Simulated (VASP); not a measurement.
```
CELL_PARAMETERS angstrom
      5.76473     0.00000     0.00000
      0.00000     5.76473     0.00000
      0.00000     0.00000     5.76473
ATOMIC_POSITIONS crystal
  In 0.00000 0.00000 0.00000
  In 0.50000 0.50000 0.00000
  In 0.50000 0.00000 0.50000
  P  0.23886 0.26114 0.26114
  P  0.76114 0.73886 0.26114
  P  0.76114 0.26114 0.73886
  P  0.23886 0.73886 0.73886
  Ga 0.00000 0.50000 0.50000
```

All values below come from PBEsol GGA, VASP's PBE PAW potentials (set 64) (plane waves; VASP 6.6.1). Run with 400 eV cut-off, 5×5×5 Γ-centred mesh, tetrahedra with Blöchl corrections, potentials In_d P Ga_d.

The cores are frozen, which limits the accuracy of field gradients.

Task: Give the principal components of the electric field gradient (V/Å²) and the asymmetry η at each nucleus.

Result: 
| atom | Vxx | Vyy | Vzz | η |
|---|---|---|---|---|
| In1 | -14.9 | -14.9 | 29.9 | 0.00 |
| In2 | -14.9 | -14.9 | 29.9 | 0.00 |
| In3 | -14.9 | -14.9 | 29.9 | 0.00 |
| P4 | -5.1 | -5.1 | 10.2 | 0.00 |
| P5 | -5.1 | -5.1 | 10.2 | 0.00 |
| P6 | -5.1 | -5.1 | 10.2 | 0.00 |
| P7 | -5.1 | -5.1 | 10.2 | 0.00 |
| Ga8 | 0.0 | 0.0 | 0.0 | - |

The structure was generated: GaIn3P4 was put into an ordered model structure (P-43m), which need not be its known phase. It was relaxed first.
